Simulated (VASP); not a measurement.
# AlN: GW quasiparticle gap, part 2 of 5

How does the gap of AlN change from the starting functional to GW? The cell is of the zinc-blende type, one of the forms listed for this formula. The start is a computed cell from the Materials Project.

VASP 6.6.1, plane waves and PAW; the level of theory is named at each step.

So far, gap on the k-mesh (eV): step 2 (empty bands, functional PBE) 3.29.

### Step 3. evGW0

This step: evGW0 on PBE; plane waves and PAW (Al_GW, N_GW) (VASP 6.6.1).

The lowest NBANDSGW levels in G are updated for four passes while W stays fixed, so the result depends less on the starting levels.

Contents of INCAR:

```
SYSTEM = AlN
PREC = Accurate
ENCUT = 450
ISMEAR = 0
SIGMA = 0.01
LREAL = .FALSE.
GGA = PE
NBANDS = 136
ALGO = EVGW0
NELMGW = 4
ENCUTGW = 200
NOMEGA = 64
PRECFOCK = Fast
NBANDSGW = 16
LWAVE = .FALSE.
LCHARG = .FALSE.
```

Contents of POSCAR:

```
AlN
1.0
    0.0000000000      2.1839935596      2.1839935596
    2.1839935596      0.0000000000      2.1839935596
    2.1839935596      2.1839935596      0.0000000000
Al N
1 1
Direct
    0.0000000000      0.0000000000      0.0000000000
    0.2500000000      0.2500000000      0.2500000000
```

Contents of KPOINTS:

```
Automatic mesh
0
Gamma
4 4 4
0 0 0
```

Potentials, in the order of the species: Al_GW and N_GW (PBE family, release 64).

Started as:

```console
$ mpirun -np 8 vasp_std
```

The program printed:

```text
[banner, memory and clock lines left out]
running    8 mpi-ranks, on    1 nodes
 distrk:  each k-point on    8 cores,    1 groups
 distr:  one band on    1 cores,    8 groups

 POSCAR found type information on POSCAR AlN
 POSCAR found :  2 types and       2 ions
 [... a notice as in an earlier step ...]

|                                                                             |
|           W    W    AA    RRRRR   N    N  II  N    N   GGGG   !!!           |
|           W    W   A  A   R    R  NN   N  II  NN   N  G    G  !!!           |
|           W    W  A    A  R    R  N N  N  II  N N  N  G       !!!           |
|           W WW W  AAAAAA  RRRRR   N  N N  II  N  N N  G  GGG   !            |
|           WW  WW  A    A  R   R   N   NN  II  N   NN  G    G                |
|           W    W  A    A  R    R  N    N  II  N    N   GGGG   !!!           |
|                                                                             |
|     The default for ENCUTGWSOFT is different in this version of VASP.       |
|     please manually set ENCUTGWSOFT =200 in the INCAR file.                 |
|                                                                             |

 LDA part: xc-table for (Slater+PW92), standard interpolation
 found WAVECAR, reading the header
 POSCAR, INCAR and KPOINTS ok, starting setup
 FFT: planning ... GRIDC
 FFT: planning ... GRID_SOFT
 FFT: planning ... GRID
 reading WAVECAR
 the WAVECAR file was read successfully
 initial charge from wavefunction
 available memory per node:     56.43 GB, setting MAXMEM to     57785

 The Fermi energy was updated, please check that it is located mid-gap
 values below the HOMO (VB) or above the LUMO (CB) will cause erroneous energies
 E-fermi :   6.6261

 calculate exact exchange contribution
 the WAVEDER file was read successfully
energies w=
    0.000    0.000    0.564    0.000    1.126    0.000    1.686    0.000
    2.242    0.000    2.793    0.000    3.339    0.000    3.878    0.000
    4.411    0.000    4.936    0.000    5.455    0.000    5.966    0.000
    6.470    0.000    6.967    0.000    7.458    0.000    7.943    0.000
    8.423    0.000    8.899    0.000    9.371    0.000    9.841    0.000
   10.309    0.000   10.776    0.000   11.244    0.000   11.713    0.000
   12.184    0.000   12.660    0.000   13.140    0.000   13.627    0.000
   14.122    0.000   14.626    0.000   15.142    0.000   15.671    0.000
   16.216    0.000   16.778    0.000   17.361    0.000   17.967    0.000
   18.599    0.000   19.262    0.000   19.960    0.000   20.697    0.000
   21.478    0.000   22.312    0.000   23.205    0.000   24.166    0.000
   25.207    0.000   26.341    0.000   27.582    0.000   28.952    0.000
   30.472    0.000   32.175    0.000   34.096    0.000   36.286    0.000
   38.807    0.000   41.743    0.000   45.210    0.000   49.367    0.000
   54.444    0.000   60.784    0.000   68.918    0.000   79.726    0.000
   94.763    0.000  117.079    0.000  153.565    0.000  223.794    0.000
 responsefunction array rank=     144
 LDA part: xc-table for (Slater+PW92), standard interpolation

 min. memory requirement per mpi rank     84.1 MB, per node    672.6 MB

 allocating   8 responsefunctions rank=   144
 shmem allocating  64 responsefunctions rank=   144
 response function shared by NCSHMEM nodes    1
 Doing            8  frequencies on each core in blocks of           64
NQ=   1    0.0000    0.0000    0.0000,
|.........|.........|.........|.........|.........|.........|.........|.........
 performed        102000 updates of chi_q(r,r)
 total number of BLAS operations         15.38 Gflops
NQ=   2    0.2500    0.0000    0.0000,
|.........|.........|.........|.........|.........|.........|.........|.........
 performed        326000 updates of chi_q(r,r)
 total number of BLAS operations         49.54 Gflops
NQ=   3    0.5000    0.0000    0.0000,
|.........|.........|.........|.........|.........|.........|.........|.........
 performed        515000 updates of chi_q(r,r)
 total number of BLAS operations         78.40 Gflops
NQ=   4    0.2500    0.2500    0.0000,
|.........|.........|.........|.........|.........|.........|.........|.........
 performed        739000 updates of chi_q(r,r)
 total number of BLAS operations        110.14 Gflops
NQ=   5    0.5000    0.2500    0.0000,
|.........|.........|.........|.........|.........|.........|.........|.........
 performed       1059000 updates of chi_q(r,r)
 total number of BLAS operations        154.74 Gflops
NQ=   6   -0.2500    0.2500    0.0000,
|.........|.........|.........|.........|.........|.........|.........|.........
 performed       1344000 updates of chi_q(r,r)
 total number of BLAS operations        195.71 Gflops
NQ=   7    0.5000    0.5000    0.0000,
|.........|.........|.........|.........|.........|.........|.........|.........
 performed       1507000 updates of chi_q(r,r)
 total number of BLAS operations        216.45 Gflops
NQ=   8   -0.2500    0.5000    0.2500,
|.........|.........|.........|.........|.........|.........|.........|.........
 performed       1722000 updates of chi_q(r,r)
 total number of BLAS operations        252.21 Gflops
 resolving degeneracies of screened two electron integrals

 calculate QP shifts <psi_nk| G(iteration)W_0 |psi_nk>: iteration 1
 allocating   8 responsefunctions rank=   144
 shmem allocating  64 responsefunctions rank=   144
 response function shared by NCSHMEM nodes    1
 Doing            8  frequencies on each core in blocks of           64
NQ=   1    0.0000    0.0000    0.0000,
|.........|.........|.........|.........|.........|.........|.........|.........
 performed        102000 updates of chi_q(r,r)
 total number of BLAS operations         15.38 Gflops
NQ=   2    0.2500    0.0000    0.0000,
|.........|.........|.........|.........|.........|.........|.........|.........
 performed        326000 updates of chi_q(r,r)
 total number of BLAS operations         49.54 Gflops
NQ=   3    0.5000    0.0000    0.0000,
|.........|.........|.........|.........|.........|.........|.........|.........
 performed        515000 updates of chi_q(r,r)
 total number of BLAS operations         78.40 Gflops
NQ=   4    0.2500    0.2500    0.0000,
|.........|.........|.........|.........|.........|.........|.........|.........
 performed        739000 updates of chi_q(r,r)
 total number of BLAS operations        110.14 Gflops
NQ=   5    0.5000    0.2500    0.0000,
|.........|.........|.........|.........|.........|.........|.........|.........
 performed       1059000 updates of chi_q(r,r)
 total number of BLAS operations        154.74 Gflops
NQ=   6   -0.2500    0.2500    0.0000,
|.........|.........|.........|.........|.........|.........|.........|.........
 performed       1344000 updates of chi_q(r,r)
 total number of BLAS operations        195.71 Gflops
NQ=   7    0.5000    0.5000    0.0000,
|.........|.........|.........|.........|.........|.........|.........|.........
 performed       1507000 updates of chi_q(r,r)
 total number of BLAS operations        216.45 Gflops
NQ=   8   -0.2500    0.5000    0.2500,
|.........|.........|.........|.........|.........|.........|.........|.........
 performed       1722000 updates of chi_q(r,r)
 total number of BLAS operations        252.21 Gflops
 resolving degeneracies of screened two electron integrals

 calculate QP shifts <psi_nk| G(iteration)W_0 |psi_nk>: iteration 2
 allocating   8 responsefunctions rank=   144
 shmem allocating  64 responsefunctions rank=   144
 response function shared by NCSHMEM nodes    1
 Doing            8  frequencies on each core in blocks of           64
NQ=   1    0.0000    0.0000    0.0000,
|.........|.........|.........|.........|.........|.........|.........|.........
 performed        102000 updates of chi_q(r,r)
 total number of BLAS operations         15.38 Gflops
NQ=   2    0.2500    0.0000    0.0000,
|.........|.........|.........|.........|.........|.........|.........|.........
 performed        326000 updates of chi_q(r,r)
 total number of BLAS operations         49.54 Gflops
NQ=   3    0.5000    0.0000    0.0000,
|.........|.........|.........|.........|.........|.........|.........|.........
 performed        515000 updates of chi_q(r,r)
 total number of BLAS operations         78.40 Gflops
NQ=   4    0.2500    0.2500    0.0000,
|.........|.........|.........|.........|.........|.........|.........|.........
 performed        739000 updates of chi_q(r,r)
 total number of BLAS operations        110.14 Gflops
NQ=   5    0.5000    0.2500    0.0000,
|.........|.........|.........|.........|.........|.........|.........|.........
 performed       1059000 updates of chi_q(r,r)
 total number of BLAS operations        154.74 Gflops
NQ=   6   -0.2500    0.2500    0.0000,
|.........|.........|.........|.........|.........|.........|.........|.........
 performed       1344000 updates of chi_q(r,r)
 total number of BLAS operations        195.71 Gflops
NQ=   7    0.5000    0.5000    0.0000,
|.........|.........|.........|.........|.........|.........|.........|.........
 performed       1507000 updates of chi_q(r,r)
 total number of BLAS operations        216.45 Gflops
NQ=   8   -0.2500    0.5000    0.2500,
|.........|.........|.........|.........|.........|.........|.........|.........
 performed       1722000 updates of chi_q(r,r)
 total number of BLAS operations        252.21 Gflops
 resolving degeneracies of screened two electron integrals

 calculate QP shifts <psi_nk| G(iteration)W_0 |psi_nk>: iteration 3
 allocating   8 responsefunctions rank=   144
 shmem allocating  64 responsefunctions rank=   144
 response function shared by NCSHMEM nodes    1
 Doing            8  frequencies on each core in blocks of           64
NQ=   1    0.0000    0.0000    0.0000,
|.........|.........|.........|.........|.........|.........|.........|.........
 performed        102000 updates of chi_q(r,r)
 total number of BLAS operations         15.38 Gflops
NQ=   2    0.2500    0.0000    0.0000,
|.........|.........|.........|.........|.........|.........|.........|.........
 performed        326000 updates of chi_q(r,r)
 total number of BLAS operations         49.54 Gflops
NQ=   3    0.5000    0.0000    0.0000,
|.........|.........|.........|.........|.........|.........|.........|.........
 performed        515000 updates of chi_q(r,r)
 total number of BLAS operations         78.40 Gflops
NQ=   4    0.2500    0.2500    0.0000,
|.........|.........|.........|.........|.........|.........|.........|.........
 performed        739000 updates of chi_q(r,r)
 total number of BLAS operations        110.14 Gflops
NQ=   5    0.5000    0.2500    0.0000,
|.........|.........|.........|.........|.........|.........|.........|.........
 performed       1059000 updates of chi_q(r,r)
 total number of BLAS operations        154.74 Gflops
NQ=   6   -0.2500    0.2500    0.0000,
|.........|.........|.........|.........|.........|.........|.........|.........
 performed       1344000 updates of chi_q(r,r)
 total number of BLAS operations        195.71 Gflops
NQ=   7    0.5000    0.5000    0.0000,
|.........|.........|.........|.........|.........|.........|.........|.........
 performed       1507000 updates of chi_q(r,r)
 total number of BLAS operations        216.45 Gflops
NQ=   8   -0.2500    0.5000    0.2500,
|.........|.........|.........|.........|.........|.........|.........|.........
 performed       1722000 updates of chi_q(r,r)
 total number of BLAS operations        252.21 Gflops
 resolving degeneracies of screened two electron integrals

 calculate QP shifts <psi_nk| G(iteration)W_0 |psi_nk>: iteration 4
 entering main loop
```

Wall time 65 s (8 MPI ranks of Intel Xeon Platinum 8259CL at 2.50GHz (Skylake/Cascade Lake), shared host); peak memory 1.2 GiB.

From OUTCAR (step 3):

```text
The static configuration has the point symmetry T_d .

 Found      8 irreducible k-points:

   k-points           NKPTS =      8   k-points in BZ     NKDIM =     64   number of bands    NBANDS=    136

   NELECT =       8.0000    total number of electrons

 E-fermi :   6.6261

 QP shifts <psi_nk| G(iteration)W_0 |psi_nk>: iteration 1
 for sc-GW calculations column KS-energies equals QP-energies in previous step
 and V_xc(KS)=  KS-energies - (<T + V_ion + V_H > + <T+V_H+V_ion>^1  + <V_x>^1)
 k-point   1 :       0.0000    0.0000    0.0000
  band No.  KS-energies  QP-energies   sigma(KS)   V_xc(KS)     V^pw_x(r,r')   Z            occupation Imag(sigma)
      1     -10.0154     -11.5105     -16.9722     -14.7867     -24.7606       0.6841       2.0000       1.1859
      2       4.9809       3.9788     -18.0558     -16.7580     -20.9026       0.7722       2.0000       0.0539
      3       4.9809       3.9788     -18.0558     -16.7580     -20.9026       0.7722       2.0000       0.0539
      4       4.9809       3.9788     -18.0558     -16.7580     -20.9026       0.7722       2.0000       0.0539
      5       9.1564       9.7896     -11.7159     -12.5015      -7.6621       0.8060       0.0000      -0.0608
      6      17.5052      18.3816      -9.1756     -10.2705      -4.0131       0.8004       0.0000      -0.0977
      7      17.5052      18.3816      -9.1756     -10.2705      -4.0131       0.8004       0.0000      -0.0977
      8      17.5052      18.3816      -9.1756     -10.2705      -4.0131       0.8004       0.0000      -0.0977
    ...

 k-point   2 :       0.2500    0.0000    0.0000
  band No.  KS-energies  QP-energies   sigma(KS)   V_xc(KS)     V^pw_x(r,r')   Z            occupation Imag(sigma)
      1      -9.1639     -10.7059     -17.4082     -15.2692     -25.0363       0.7209       2.0000       1.0865
      2       1.7087       0.4759     -15.9330     -14.2923     -19.2616       0.7514       2.0000       0.0705
      3       4.7233       3.6917     -17.8989     -16.5633     -20.7883       0.7723       2.0000       0.0537
      4       4.7233       3.6917     -17.8989     -16.5633     -20.7883       0.7723       2.0000       0.0537
      5      11.4195      12.1691     -11.9788     -12.9262      -7.6014       0.7911       0.0000      -0.0602
      6      15.9276      16.7879     -10.5500     -11.6541      -5.3639       0.7792       0.0000      -0.1011
      7      17.2748      18.0658      -9.1102     -10.1040      -3.8961       0.7960       0.0000      -0.1224
      8      17.2748      18.0658      -9.1102     -10.1040      -3.8961       0.7960       0.0000      -0.1224
    ...

 k-point   3 :       0.5000    0.0000    0.0000
  band No.  KS-energies  QP-energies   sigma(KS)   V_xc(KS)     V^pw_x(r,r')   Z            occupation Imag(sigma)
      1      -7.9629      -9.4980     -18.3748     -16.3042     -25.8395       0.7414       2.0000       0.9515
      2      -0.8945      -2.2092     -14.4030     -12.5698     -18.4465       0.7172       2.0000       0.1621
      3       4.4963       3.4378     -17.7991     -16.4273     -20.7440       0.7716       2.0000       0.0552
      4       4.4963       3.4378     -17.7991     -16.4273     -20.7440       0.7716       2.0000       0.0552
      5      12.3355      13.0587     -10.2169     -11.1123      -5.6792       0.8077       0.0000      -0.0642
      6      14.8321      15.6681     -12.0277     -13.1438      -6.6005       0.7490       0.0000      -0.1086
      7      16.0961      16.8078      -8.8692      -9.7607      -3.8699       0.7984       0.0000      -0.0959
      8      16.0961      16.8078      -8.8692      -9.7607      -3.8699       0.7984       0.0000      -0.0959
    ...

 QP shifts <psi_nk| G(iteration)W_0 |psi_nk>: iteration 2
 k-point   1 :       0.0000    0.0000    0.0000
  band No. old QP-enery  QP-energies   sigma(KS)   T+V_ion+V_H  V^pw_x(r,r')   Z            occupation Imag(sigma)
      1     -11.5105     -11.9489     -16.9069       4.7713     -24.7606       0.7014       2.0000       1.2154
      2       3.9788       3.7925     -18.0004      21.7389     -20.9026       0.7753       2.0000       0.0483
      3       3.9788       3.7925     -18.0004      21.7389     -20.9026       0.7753       2.0000       0.0483
      4       3.9788       3.7925     -18.0004      21.7389     -20.9026       0.7753       2.0000       0.0483
      5       9.7896       9.8621     -11.7785      21.6579      -7.6621       0.8073       0.0000      -0.0603
      6      18.3816      18.5251      -9.2141      27.7757      -4.0131       0.7971       0.0000      -0.1022
      7      18.3816      18.5251      -9.2141      27.7757      -4.0131       0.7971       0.0000      -0.1022
      8      18.3816      18.5251      -9.2141      27.7757      -4.0131       0.7971       0.0000      -0.1022
    ...

 QP shifts <psi_nk| G(iteration)W_0 |psi_nk>: iteration 3
 k-point   1 :       0.0000    0.0000    0.0000
  band No. old QP-enery  QP-energies   sigma(KS)   T+V_ion+V_H  V^pw_x(r,r')   Z            occupation Imag(sigma)
      1     -11.9489     -12.0494     -16.8638       4.7713     -24.7606       0.6997       2.0000       1.2475
      2       3.7925       3.7568     -17.9925      21.7389     -20.9026       0.7746       2.0000       0.0472
      3       3.7925       3.7568     -17.9925      21.7389     -20.9026       0.7746       2.0000       0.0472
      4       3.7925       3.7568     -17.9925      21.7389     -20.9026       0.7746       2.0000       0.0472
      5       9.8621       9.8700     -11.7861      21.6579      -7.6621       0.8071       0.0000      -0.0596
      6      18.5251      18.5502      -9.2191      27.7757      -4.0131       0.7977       0.0000      -0.1023
      7      18.5251      18.5502      -9.2191      27.7757      -4.0131       0.7977       0.0000      -0.1023
      8      18.5251      18.5502      -9.2191      27.7757      -4.0131       0.7977       0.0000      -0.1023
    ...

 QP shifts <psi_nk| G(iteration)W_0 |psi_nk>: iteration 4
 k-point   1 :       0.0000    0.0000    0.0000
  band No. old QP-enery  QP-energies   sigma(KS)   T+V_ion+V_H  V^pw_x(r,r')   Z            occupation Imag(sigma)
      1     -12.0494     -12.0736     -16.8553       4.7713     -24.7606       0.6996       2.0000       1.2551
      2       3.7568       3.7494     -17.9917      21.7389     -20.9026       0.7785       2.0000       0.0471
      3       3.7568       3.7494     -17.9917      21.7389     -20.9026       0.7785       2.0000       0.0471
      4       3.7568       3.7494     -17.9917      21.7389     -20.9026       0.7785       2.0000       0.0471
      5       9.8700       9.8704     -11.7874      21.6579      -7.6621       0.8061       0.0000      -0.0599
      6      18.5502      18.5546      -9.2200      27.7757      -4.0131       0.7989       0.0000      -0.1024
      7      18.5502      18.5546      -9.2200      27.7757      -4.0131       0.7989       0.0000      -0.1024
      8      18.5502      18.5546      -9.2200      27.7757      -4.0131       0.7989       0.0000      -0.1024
    ...

[... 7 parts as in an earlier step ...]

[... 26 further parts left out ...]
```

This step gave:

| Property | Result |
| --- | --- |
| quasiparticle gap on the mesh | 4.967 eV |
| smallest direct quasiparticle gap on the mesh | 6.121 eV |
| gap of the starting orbitals on the mesh | 3.290 eV |

QP gap by iteration, by row:

```
iteration  gap (eV)  direct gap (eV)
        1     4.673            5.811
        2     4.915             6.07
        3     4.959            6.113
        4     4.967            6.121
```

GW takes the gap from 3.290 to 4.967 eV. The last pass still moved it by +8 meV. The value holds for 136 bands, ENCUTGW = 200 eV and this mesh, and isn't shown to be converged in them.

(Part 2 of 5 ends here.)

[Lines on the potential files, build, host, timing and source positions are cut from VASP's logs without a mark.]

[Logs are printed without paths, hosts, clocks, repeated set-up lines and the standing remarks that a program may print on its own settings, such as how far it seeks lower states.]

[Hosts, paths, dates, database ids (printed as entryN), source tags and the programs' standing remarks are cut or masked in the printed files.]

[Pressures printed for these runs are not shown converged in the cutoff: they can be off by several GPa and have the wrong sign.]
